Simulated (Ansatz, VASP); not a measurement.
InP2N3: VASP beside Ansatz

Contents of INCAR:

```
SYSTEM = InP2N3
  ALGO = Normal
  EDIFF = 1E-6
  ENCUT = 520
  GGA = PE
  ISIF = 2
  ISMEAR = 0
  LASPH = .TRUE.
  LCHARG = .FALSE.
  LREAL = .FALSE.
  LWAVE = .FALSE.
  NBANDS = 28
  NELM = 80
  PREC = Accurate
  SIGMA = 0.1
```

KPOINTS

```
k-points
0
G
  6 6 2
  0 0 0
```

POSCAR

```
InP2N3
1.0
    2.9264011200     -1.7147540900      0.0000000000
    2.9264011200      1.7147540900      0.0000000000
   -0.0627834100      0.0000000000      8.4647447300
In P N
1 2 3
Direct
    0.5000000000      0.5000000000      0.5000000000
    0.1610532300      0.1610532300      0.1710066900
    0.8389467700      0.8389467700      0.8289933100
    0.5000000000      0.5000000000      0.0000000000
    0.1692024500      0.1692024500      0.6545677800
    0.8307975500      0.8307975500      0.3454322200
```

Input for Ansatz:

```yaml
crystal:
  lattice:
    - [2.92640112, -1.71475409, 0.0]
    - [2.92640112, 1.71475409, 0.0]
    - [-0.06278341, 0.0, 8.46474473]
  atoms:
    - { symbol: In, position: [0.5, 0.5, 0.5] }
    - { symbol: P, position: [0.16105323, 0.16105323, 0.17100669] }
    - { symbol: P, position: [0.83894677, 0.83894677, 0.82899331] }
    - { symbol: "N", position: [0.5, 0.5, 0.0] }
    - { symbol: "N", position: [0.16920245, 0.16920245, 0.65456778] }
    - { symbol: "N", position: [0.83079755, 0.83079755, 0.34543222] }
basis:
  ecutwfc: 420
kpoints:
  mp_grid: { grid: [6, 6, 2] }
hamiltonian:
  xc: pbe
scf:
  occupations: { method: gaussian, width: 0.1 }
  lower_state_search: "off"
output:
  forces: true
  stress: true
  eigenvalues: true
```

Change from the starting cell: species swapped into the MgMn2O3 type (C2/m, No. 12).

Alike in both runs: task single point; functional PBE; k mesh 6 × 6 × 2; occupations gaussian, width 0.1 eV; no spin polarisation.

```csv
,VASP,Ansatz
version,VASP 6.6.1,Ansatz 0.2.0
potentials or method,"VASP PAW PBE potentials, release 64 (In_d, P, N)","scalar-relativistic, plane waves, PAW"
plane-wave cutoff (eV),520,420
valence electrons in the cell,38,38
```

|  | VASP | Ansatz | Ansatz less VASP |
| --- | --- | --- | --- |
| gap on the k mesh at the Fermi level (eV) | 0.28 | 0.29 | +0.003 |
| least direct gap on the mesh (eV) | 0.50 | 0.50 | -0.001 |
| pressure (GPa) | -20.8 | -20.8 | 0.00 |
| largest component of the traceless stress (GPa) | 4.20 | 4.19 | -0.010 |
| rms of the force components (eV/Å) | 0.428 | 0.425 | -0.0032 |

Atom by atom the forces differ by 0.004 eV/Å (rms over components). With one functional, cell and mesh, what is left measures potentials, basis and numerics.

Caveats: so large a pressure means that the cell lies far from this level's equilibrium, or that cutoff or potentials fall short (VASP); spin-orbit coupling is left out, which moves the levels of the heavy elements; forces of over 1 eV/Å show positions far from the minimum, so gaps and moduli don't describe the material at rest.
